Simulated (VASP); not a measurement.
Given:

```yaml
crystal:
  lattice:
    - [0.00000, 3.43096, 3.43096]
    - [3.43096, 0.00000, 3.43096]
    - [3.43096, 3.43096, 0.00000]
  atoms:
    - { symbol: Y, position: [0.00000, 0.00000, 0.00000] }
    - { symbol: Sb, position: [0.25000, 0.25000, 0.25000] }
```

These are PBEsol GGA, VASP's PBE PAW potentials (set 64) (plane waves; VASP 6.6.1) values and carry that method's errors. Numerical set-up: 400 eV cut-off, 6×6×6 Γ-centred mesh, Gaussian smearing of 0.050 eV, potentials Y_sv Sb.

Unless said otherwise, spin-orbit coupling is left out, though it shifts the bands of the heavy elements here.

Task: Predict the energy per atom (σ→0), band gap (on the k-mesh) with the smallest direct gap where there is one.

Result: 
```json
{
  "band gap (on the k-mesh)": "1.35 eV",
  "smallest direct gap (on the k-mesh)": "1.35 eV",
  "energy per atom (σ→0)": "-6.243 eV/atom"
}
```

The structure was generated: YSb was put into the zinc blende type (F-43m), which need not be its known phase. It was relaxed first, which changed the volume by -26 %. The start is the result of an earlier pass.
